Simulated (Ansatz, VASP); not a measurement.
# TaN in two plane-wave programs, part 2 of 2

Aim: how closely do two programs agree when they are given the same cell, functional and k mesh? The cell is taken from a series of runs on this material, whose earlier steps may have relaxed, scaled, displaced or heated it; both programs get it as it stands.

VASP 6.6.1 and Ansatz 0.2.0.

So far: Starting point; Ansatz: zone-centre phonons, LDA.

## 3. VASP: zone-centre phonons, LDA

Level of this step: LDA; plane waves and PAW (N, Ta_pv) (VASP).

The same cell, functional (in two slightly different forms), mesh and smearing now go to VASP, with its own data sets.

Lines of VASP's logs that name or quote its potential files are left out, and so is its time.

INCAR reads:

```
SYSTEM = TaN
PREC = Accurate
ENCUT = 600
EDIFF = 1E-08
NELM = 120
ISMEAR = 1
SIGMA = 0.2
LREAL = .FALSE.
ALGO = Normal
GGA = CA
NBANDS = 14
LASPH = .TRUE.
LORBIT = 11
LWAVE = .FALSE.
LCHARG = .FALSE.
ISIF = 2
IBRION = 8
GGA_COMPAT = .FALSE.
KPAR = 2
```

POSCAR reads:

```
TaN
1.0
   -0.0585030431      2.1670969258      2.1741671523
    2.1670969258     -0.0585030431      2.1741671523
    2.1085938827      2.1085938827      0.0000000000
N Ta
1 1
Direct
    0.0000000000      0.0000000000      0.0000000000
    0.5000000000      0.5000000000      0.5000000000
```

KPOINTS reads:

```
Automatic mesh
0
Gamma
16 16 16
0 0 0
```

Potentials, in the order of the species: N and Ta_pv (LDA family, release 64).

Command:

```
$ mpirun -np 2 vasp_std
```

Numbers of over 12 decimals in the logs are rounded to 6 here.

The program printed:

```text
[banner, memory and clock lines left out]
running    2 mpi-ranks, on    1 nodes
 distrk:  each k-point on    1 cores,    2 groups
 distr:  one band on    1 cores,    1 groups

 POSCAR found type information on POSCAR N Ta
 POSCAR found :  2 types and       2 ions
 LDA part: xc-table for (Slater(with rela. corr.)+CA(PZ))
 , standard interpolation
 POSCAR, INCAR and KPOINTS ok, starting setup
 FFT: planning ... GRIDC
 FFT: planning ... GRID_SOFT
 FFT: planning ... GRID
 WAVECAR not read
 entering main loop
       N       E                     dE             d eps       ncg     rms          rms(c)
DAV:   1     0.947057560096E+02    0.94706E+02   -0.97441E+03 17396   0.135E+03
DAV:   2    -0.240952968281E+02   -0.11880E+03   -0.11189E+03 21126   0.331E+02
DAV:   3    -0.271502683674E+02   -0.30550E+01   -0.30212E+01 19920   0.475E+01
DAV:   4    -0.271647061877E+02   -0.14438E-01   -0.14431E-01 20604   0.349E+00
DAV:   5    -0.271648091162E+02   -0.10293E-03   -0.10293E-03 20040   0.267E-01    0.260E+01
DAV:   6    -0.242757401629E+02    0.28891E+01   -0.65076E+00 18780   0.283E+01    0.110E+01
DAV:   7    -0.241715095987E+02    0.10423E+00   -0.37855E-01 22482   0.562E+00    0.737E+00
DAV:   8    -0.241332654313E+02    0.38244E-01   -0.12225E-01 21600   0.315E+00    0.123E+00
DAV:   9    -0.241300601815E+02    0.32052E-02   -0.89245E-03 20094   0.829E-01    0.261E-01
DAV:  10    -0.241298924844E+02    0.16770E-03   -0.44209E-04 23390   0.263E-01    0.772E-02
DAV:  11    -0.241298760754E+02    0.16409E-04   -0.38354E-05 18672   0.689E-02    0.144E-02
DAV:  12    -0.241298759250E+02    0.15038E-06   -0.22339E-06 22512   0.146E-02    0.341E-03
DAV:  13    -0.241298759078E+02    0.17190E-07   -0.66158E-08 19896   0.246E-03    0.687E-04
DAV:  14    -0.241298759084E+02   -0.54320E-09   -0.31004E-09 14214   0.609E-04
   1 F= -.24129876E+02 E0= -.24129347E+02  d E =-.158782E-02
 Linear response reoptimize wavefunctions to high precision
DAV:   1    -0.241298759080E+02    0.43110E-09   -0.64330E-10 13536   0.272E-04
DAV:   2    -0.241298759080E+02    0.18190E-11   -0.95919E-11 10902   0.852E-05
 Linear response DOF=           4
 Linear response progress:
  Degree of freedom:   1/  4
       N       E                     dE             d eps       ncg     rms          rms(c)
RMM:   1    -0.233502680665E+00   -0.23350E+00    0.15000E-01 66510   0.299E+00
RMM:   2    -0.229297363448E+00    0.42053E-02   -0.43537E-03 52582   0.506E-01    0.161E-01
RMM:   3    -0.230161058538E+00   -0.86370E-03   -0.93624E-04 47463   0.188E-01    0.813E-02
RMM:   4    -0.231537949829E+00   -0.13769E-02   -0.47763E-04 48356   0.131E-01    0.221E-02
RMM:   5    -0.231642208198E+00   -0.10426E-03   -0.19983E-05 55613   0.324E-02    0.307E-03
RMM:   6    -0.231645756684E+00   -0.35485E-05   -0.17556E-06 55351   0.726E-03    0.776E-04
RMM:   7    -0.231637764047E+00    0.79926E-05   -0.16178E-07 55654   0.196E-03    0.357E-04
RMM:   8    -0.231639101105E+00   -0.13371E-05   -0.39898E-08 60612   0.646E-04    0.143E-04
RMM:   9    -0.231639069563E+00    0.31542E-07    0.91458E-09 60293   0.208E-04    0.210E-05
RMM:  10    -0.231638890883E+00    0.17868E-06   -0.15703E-09 61472   0.674E-05    0.129E-05
RMM:  11    -0.231638898761E+00   -0.78779E-08   -0.68035E-09 61462   0.224E-05    0.322E-06
 first order change of Fermi-energy  -0.15130E-03
 force on displaced ion       1 direction 1 :  -9.476   0.599   0.000
 Linear response progress:
  Degree of freedom:   2/  4
       N       E                     dE             d eps       ncg     rms          rms(c)
RMM:   1    -0.232600748813E+00   -0.23260E+00    0.15824E-01 37140   0.298E+00
RMM:   2    -0.229213747250E+00    0.33870E-02   -0.42592E-03 29694   0.497E-01    0.160E-01
RMM:   3    -0.230069705236E+00   -0.85596E-03   -0.92834E-04 26616   0.187E-01    0.805E-02
RMM:   4    -0.231441979386E+00   -0.13723E-02   -0.47869E-04 27011   0.130E-01    0.220E-02
RMM:   5    -0.231542385595E+00   -0.10041E-03   -0.19594E-05 31251   0.322E-02    0.298E-03
RMM:   6    -0.231544117794E+00   -0.17322E-05   -0.16063E-06 30984   0.714E-03    0.740E-04
RMM:   7    -0.231536740768E+00    0.73770E-05   -0.15865E-07 31091   0.190E-03    0.340E-04
RMM:   8    -0.231538136754E+00   -0.13960E-05   -0.28065E-08 33611   0.627E-04    0.119E-04
RMM:   9    -0.231537954610E+00    0.18214E-06    0.57285E-09 33098   0.204E-04    0.231E-05
RMM:  10    -0.231537767325E+00    0.18729E-06   -0.19511E-09 34586   0.688E-05    0.124E-05
RMM:  11    -0.231537778734E+00   -0.11409E-07   -0.18237E-09 33439   0.220E-05    0.383E-06
RMM:  12    -0.231537808248E+00   -0.29514E-07   -0.13776E-08 31425   0.973E-06    0.153E-06
RMM:  13    -0.231537807443E+00    0.80543E-09   -0.16182E-08 22058   0.487E-06    0.194E-07
 first order change of Fermi-energy  -0.16413E-03
 force on displaced ion       1 direction 3 :   0.000   0.000  -8.403
 Linear response progress:
  Degree of freedom:   3/  4
       N       E                     dE             d eps       ncg     rms          rms(c)
RMM:   1    -0.133603619965E+00   -0.13360E+00    0.11396E+01 31957   0.240E+01
RMM:   2    -0.162511877667E+00   -0.28908E-01   -0.27569E-02 48799   0.146E+00    0.112E-01
RMM:   3    -0.161857187060E+00    0.65469E-03   -0.20921E-03 57040   0.286E-01    0.516E-02
RMM:   4    -0.161416792985E+00    0.44039E-03   -0.17462E-04 61734   0.878E-02    0.188E-02
RMM:   5    -0.161244138196E+00    0.17265E-03   -0.17666E-05 62193   0.245E-02    0.491E-03
RMM:   6    -0.161231763928E+00    0.12374E-04   -0.25302E-06 59341   0.871E-03    0.839E-04
RMM:   7    -0.161229892843E+00    0.18711E-05   -0.10880E-06 62989   0.251E-03    0.303E-04
RMM:   8    -0.161231446193E+00   -0.15534E-05   -0.54784E-07 66407   0.879E-04    0.963E-05
RMM:   9    -0.161232465459E+00   -0.10193E-05   -0.15681E-07 63162   0.344E-04    0.401E-05
RMM:  10    -0.161232852932E+00   -0.38747E-06   -0.11834E-07 58421   0.209E-04    0.774E-06
RMM:  11    -0.161232859970E+00   -0.70373E-08   -0.70931E-08 69005   0.924E-05    0.482E-06
 first order change of Fermi-energy   0.40031E-03
 force on displaced ion       2 direction 1 :  -9.474   0.598   0.000
 Linear response progress:
  Degree of freedom:   4/  4
       N       E                     dE             d eps       ncg     rms          rms(c)
RMM:   1    -0.135566310998E+00   -0.13557E+00    0.11268E+01 18316   0.237E+01
RMM:   2    -0.163883831076E+00   -0.28318E-01   -0.27138E-02 27450   0.145E+00    0.107E-01
RMM:   3    -0.163271067378E+00    0.61276E-03   -0.19838E-03 31899   0.274E-01    0.501E-02
RMM:   4    -0.162848721007E+00    0.42235E-03   -0.15659E-04 34410   0.825E-02    0.183E-02
RMM:   5    -0.162682821160E+00    0.16590E-03   -0.14441E-05 34714   0.231E-02    0.462E-03
RMM:   6    -0.162671999482E+00    0.10822E-04   -0.22656E-06 33041   0.829E-03    0.802E-04
RMM:   7    -0.162670625995E+00    0.13735E-05   -0.27027E-07 34994   0.240E-03    0.286E-04
RMM:   8    -0.162672158079E+00   -0.15321E-05    0.33167E-07 37028   0.836E-04    0.842E-05
RMM:   9    -0.162673051666E+00   -0.89359E-06   -0.75686E-08 34992   0.328E-04    0.437E-05
RMM:  10    -0.162673459649E+00   -0.40798E-06   -0.72591E-08 32598   0.207E-04    0.974E-06
RMM:  11    -0.162673562227E+00   -0.10258E-06   -0.98291E-08 36487   0.971E-05    0.560E-06
RMM:  12    -0.162673528615E+00    0.33612E-07   -0.44101E-08 34087   0.510E-05    0.136E-06
RMM:  13    -0.162673532650E+00   -0.40345E-08   -0.30916E-08 32984   0.263E-05    0.157E-06
 first order change of Fermi-energy   0.34795E-03
 force on displaced ion       2 direction 3 :  -0.000  -0.000  -8.401
 Linear response finished
```

OUTCAR, selected parts (step 3):

```text
ion  position               nearest neighbor table
   1  0.000  0.000  0.000-   2 2.17   2 2.17   2 2.17   2 2.17   2 2.17   2 2.17
   2  0.500  0.500  0.500-   1 2.17   1 2.17   1 2.17   1 2.17   1 2.17   1 2.17

  LATTYP: Found a body centered orthorhombic cell.
 ALAT       =     2.9820020665
 B/A-ratio  =     1.0554901004
 C/A-ratio  =     1.4581929213

 Subroutine GETGRP returns: Found  8 space group operations
 (whereof  8 operations were pure point group operations)

The static configuration has the point symmetry D_2h.

 Found    621 irreducible k-points:

   k-points           NKPTS =    621   k-points in BZ     NKDIM =    621   number of bands    NBANDS=     14

   dimension x,y,z NGX =    28 NGY =   28 NGZ =   24
   dimension x,y,z NGXF=    56 NGYF=   56 NGZF=   48

   ENCUT  =  600.0 eV  44.10 Ry    6.64 a.u.   6.13  6.13  5.96*2*pi/ulx,y,z

   NELECT =      16.0000    total number of electrons

 k-points in reciprocal lattice and weights: Automatic mesh
   0.00000000  0.00000000  0.00000000       0.000
   0.06250000  0.00000000  0.00000000       0.001
   0.12500000  0.00000000  0.00000000       0.001
   0.18750000  0.00000000  0.00000000       0.001
   0.25000000  0.00000000  0.00000000       0.001
   0.31250000  0.00000000  0.00000000       0.001
   0.37500000  0.00000000  0.00000000       0.001
   0.43750000  0.00000000  0.00000000       0.001
   0.50000000  0.00000000  0.00000000       0.000
[...]
0.25000000  0.25000000  0.50000000       0.000
  -0.25000000  0.25000000  0.50000000       0.000

 average (electrostatic) potential at core
       1 -60.5597       2 -34.6890

  Total        0.8004897      0.8004897      0.2848145      0.5070537      0.0000000      0.0000000
  in kB       62.8497209     62.8497209     22.3619498     39.8108597      0.0000000      0.0000000
  external PRESSURE =      49.3537972 kB  Pullay stress =       0.0000000 kB

  energy-cutoff  :      600.00
  volume of cell :       20.41
      direct lattice vectors                 reciprocal lattice vectors
    -0.058503043  2.167096926  2.174167152    -0.224658522  0.224658522  0.229973118
     2.167096926 -0.058503043  2.174167152     0.224658522 -0.224658522  0.229973118
     2.108593883  2.108593883  0.000000000     0.237124846  0.237124846 -0.229973118

 POSITION                                       TOTAL-FORCE (eV/Angst)
 -----------------------------------------------------------------------------------
      0.00000      0.00000      0.00000         0.000000      0.000000      0.000000
      2.10859      2.10859      2.17417         0.000000     -0.000000     -0.000000
 -----------------------------------------------------------------------------------
    total drift:                                0.000000      0.000000      0.000000

 Eigenvectors and eigenvalues of the dynamical matrix
 ----------------------------------------------------

   1 f  =   13.764904 THz    86.487441 2PiTHz  459.147766 cm-1    56.927042 meV
             X         Y         Z           dx          dy          dz
      0.000000  0.000000  0.000000    -0.681248    0.681248    0.000000
      2.108594  2.108594  2.174167     0.189476   -0.189476    0.000000

   2 f  =   12.920831 THz    81.183978 2PiTHz  430.992544 cm-1    53.436241 meV
             X         Y         Z           dx          dy          dz
      0.000000  0.000000  0.000000     0.681246    0.681246   -0.000000
      2.108594  2.108594  2.174167    -0.189482   -0.189482    0.000000

   3 f  =   12.571297 THz    78.987791 2PiTHz  419.333343 cm-1    51.990685 meV
             X         Y         Z           dx          dy          dz
      0.000000  0.000000  0.000000     0.000000    0.000000    0.963431
      2.108594  2.108594  2.174167    -0.000000   -0.000000   -0.267957

   4 f/i=    0.000296 THz     0.001861 2PiTHz    0.009879 cm-1     0.001225 meV
             X         Y         Z           dx          dy          dz
      0.000000  0.000000  0.000000     0.189482    0.189482   -0.000000
      2.108594  2.108594  2.174167     0.681246    0.681246   -0.000000

   5 f/i=    0.000433 THz     0.002718 2PiTHz    0.014430 cm-1     0.001789 meV
             X         Y         Z           dx          dy          dz
      0.000000  0.000000  0.000000    -0.189476    0.189476   -0.000000
      2.108594  2.108594  2.174167    -0.681248    0.681248   -0.000001

   6 f/i=    0.000435 THz     0.002730 2PiTHz    0.014495 cm-1     0.001797 meV
             X         Y         Z           dx          dy          dz
      0.000000  0.000000  0.000000     0.000000   -0.000000   -0.267957
      2.108594  2.108594  2.174167     0.000001   -0.000001   -0.963431

 ELASTIC MODULI CONTR FROM IONIC RELAXATION (kBar)
 Direction    XX          YY          ZZ          XY          YZ          ZX
 --------------------------------------------------------------------------------
 XX           0.0000      0.0000      0.0000      0.0000      0.0000      0.0000
 YY           0.0000      0.0000      0.0000      0.0000      0.0000      0.0000
 ZZ           0.0000      0.0000      0.0000      0.0000      0.0000      0.0000
 XY           0.0000      0.0000      0.0000      0.0000      0.0000      0.0000
 YZ           0.0000      0.0000      0.0000      0.0000      0.0000      0.0000
 ZX           0.0000      0.0000      0.0000      0.0000      0.0000      0.0000
 --------------------------------------------------------------------------------
```

## 4. Comparison

Known differences besides the potentials themselves: the two LDA forms differ slightly; the data sets hold 18 valence electrons in Ansatz (on its PAW soft_1 files) and 16 in VASP; the cutoff is 420 eV in Ansatz and 600 eV in VASP; VASP's log shows a relativistic correction to its local exchange, Ansatz's none. Total energies have different zeros and are not compared.

The two programs side by side:

| quantity | Ansatz | VASP | difference |
| --- | --- | --- | --- |
| optical mode 1 (cm⁻¹) | 416.1 | 419.3 | -0.76 % |
| optical mode 2 (cm⁻¹) | 428.3 | 431.0 | -0.63 % |
| optical mode 3 (cm⁻¹) | 456.0 | 459.1 | -0.69 % |

Modes are paired by rising frequency, not by their patterns, so a pair may set unlike modes beside each other; they are those without the splitting of longitudinal modes.

## 5. Results

* r.m.s. difference of the optical zone-centre modes, each program's sorted by frequency (zone-centre phonons, LDA): 3.0 cm⁻¹
* difference in optical mode 1 (zone-centre phonons, LDA): -0.8 %

The r.m.s. difference of the optical zone-centre modes, each program's sorted by frequency is 3.0 cm⁻¹ (zone-centre phonons, LDA). The data sets hold unlike numbers of valence electrons (18 in Ansatz and 16 in VASP), so part of the differences comes from the potentials. Among the rows given in per cent, the largest difference of the zone-centre phonons, LDA pair is in optical mode 1, -0.8 %. Such differences can come from data sets, numerical settings and the points named under the comparisons, not from the functional's error against experiment.

[Lines on the potential files, build, host, timing and source positions are cut from VASP's logs without a mark.]

[Logs are printed without paths, hosts, clocks, repeated set-up lines and the standing remarks that a program may print on its own settings, such as how far it seeks lower states.]

[Hosts, paths, dates, database ids (printed as entryN), source tags and the programs' standing remarks are cut or masked in the printed files.]
